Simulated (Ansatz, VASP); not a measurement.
One calculation of KRu3, two programs

```xyz
4
Lattice="0.0000 3.1869 3.1869 3.1869 0.0000 3.1869 3.1869 3.1869 0.0000" Properties=species:S:1:pos:R:3 pbc="T T T"
K     0.0000    0.0000    0.0000
Ru    4.7804    4.7804    4.7804
Ru    3.1869    3.1869    3.1869
Ru    1.5935    1.5935    1.5935
```

Alike in both runs: task relaxation of cell and atoms; functional PBE; k mesh 12 × 12 × 12; occupations gaussian, width 0.1 eV; no spin polarisation.

|  | VASP | Ansatz |
| --- | --- | --- |
| version | VASP 6.6.1 | Ansatz 0.2.0 |
| potentials or method | VASP PAW PBE potentials, release 64 (K_sv, Ru_pv) | scalar-relativistic, plane waves, PAW |
| plane-wave cutoff (eV) | 600 | 420 |
| valence electrons in the cell | 51 | 57 |

|  | VASP | Ansatz | Ansatz less VASP |
| --- | --- | --- | --- |
| gap on the k mesh at the Fermi level, each at its own relaxed structure (eV) | none | none | - |
| relaxed volume (Å³/atom) | 16.25 | 16.18 | -0.063 |
| relaxed cell length with the largest relative difference (Å) | 4.513 | 4.507 | -0.0059 |

A gap of «none» marks a metal or a gap that the smearing closes. The two sets of potentials don't hold the same shells in valence.
